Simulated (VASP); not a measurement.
**TlBiO4 under changes of volume**

One of the cells (13.666 Å³/atom); the others are scaled copies at fixed shape and fractional positions:

```
CELL_PARAMETERS angstrom
0.00000 3.44813 3.44813
3.44813 0.00000 3.44813
3.44813 3.44813 0.00000
ATOMIC_POSITIONS crystal
Tl 0.75000 0.75000 0.75000
Bi 0.00000 0.00000 0.00000
O 0.37477 0.37477 0.37477
O 0.87568 0.37477 0.37477
O 0.37477 0.37477 0.87568
O 0.37477 0.87568 0.37477
```

The cell was built by a generator and needn't be a form met in nature.

| Quantity | Value |
| --- | --- |
| Program | VASP 6.6.1 |
| Functional | PBE |
| Potentials or basis | VASP PAW PBE potentials, release 64 (Tl_d, Bi_d, O) |
| Cutoff | 520 eV |
| k mesh | 7 × 7 × 7 |
| Occupations | fermi-dirac, width 0.05 eV |
| Spin | no spin polarisation |

```tsv
volume (Å³/atom)	energy over the lowest point (meV/atom)	pressure (GPa)	largest force (eV/Å)
12.594	?	?	?
12.862	6.25	4.6	0.015
13.130	0.42	2.1	0.002
13.666	0.00	-2.0	0.020
13.934	4.60	-3.7	0.030
14.201	11.90	-5.3	0.038
```

What does the run at 12.594 Å³/atom give?

Energy over the lowest point 16.44 meV/atom; pressure 7.3 GPa; largest force 0.030 eV/Å.

Worked out: A Birch-Murnaghan fit of order 3 (a polynomial in V^(-2/3)) to the other rows has its minimum at 13.41 Å³/atom with B0 = V·E''(V) = 103 GPa and B' = 4.9 at fixed shape and positions, which overstates the stiffness. It gives 16.46 meV/atom at 12.594 Å³/atom, against the run's 16.44, and -dE/dV = 7.5 GPa, against 7.3.

Energies are extrapolated to zero smearing.
